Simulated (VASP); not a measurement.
A VASP calculation is set up with these files.

### POSCAR
```
AlAs
1
    0.0000000000     2.9431572302     2.9431572302
    2.9431572302     0.0000000000     2.9431572302
    2.9431572302     2.9431572302     0.0000000000
Al As
1 1
Direct
  0.0000000000   0.0000000000   0.0000000000
  0.2500000000   0.2500000000   0.2500000000
```

INCAR:
```
GGA=RP
ISMEAR=0   ! Gaussian
LWAVE=.False.
ISIF=2   ! forces and stress, cell fixed
ALGO=Normal
SIGMA=0.05   ! width (eV)
LASPH=.True.   ! aspherical one-centre terms
SYSTEM=AlAs
LCHARG=.False.
ENCUT=520
PREC=Accurate
NELM=100
LMAXMIX=4
LREAL=.False.   ! projection in real space or not
EDIFF=1E-7   ! SCF stop (eV)
```

### KPOINTS
```
Automatic mesh
0
Gamma
8 8 8
0 0 0
```

POTCAR, in this order: Al As (PBE.64 set). Program: vasp_std.

Translate this RPBE calculation to Quantum ESPRESSO's pw.x.

One equivalent input (not run):
```
&CONTROL
  calculation = 'scf'
  pseudo_dir = './pseudo'
  outdir = './out'
  tprnfor = .true.
  tstress = .true.
/
&SYSTEM
  ibrav = 0
  nat = 2
  ntyp = 2
  ecutwfc = 84
  occupations = 'smearing'
  smearing = 'gaussian'
  degauss = 0.003675
  input_dft = 'rpbe'
/
&ELECTRONS
  conv_thr = 7.3e-09
  electron_maxstep = 100
/
ATOMIC_SPECIES
  Al 26.982 Al.upf
  As 74.922 As.upf
CELL_PARAMETERS angstrom
     0.0000000    2.9431572    2.9431572
     2.9431572    0.0000000    2.9431572
     2.9431572    2.9431572    0.0000000
ATOMIC_POSITIONS crystal
  Al   0.0000000  0.0000000  0.0000000
  As   0.2500000  0.2500000  0.2500000
K_POINTS automatic
  8 8 8 0 0 0
```
The two are equivalent in intent, not identical: the potentials are each code's own (VASP's PAW set, PseudoDojo norm-conserving files in pw.x), so ENCUT and ecutwfc are chosen apart and not converted; conv_thr bounds pw.x's estimated SCF error, while EDIFF bounds the energy change between steps.

The compound is AlAs in the zinc blende structure. This cell is one point of a volume scan, at 1.06 of the reference volume.
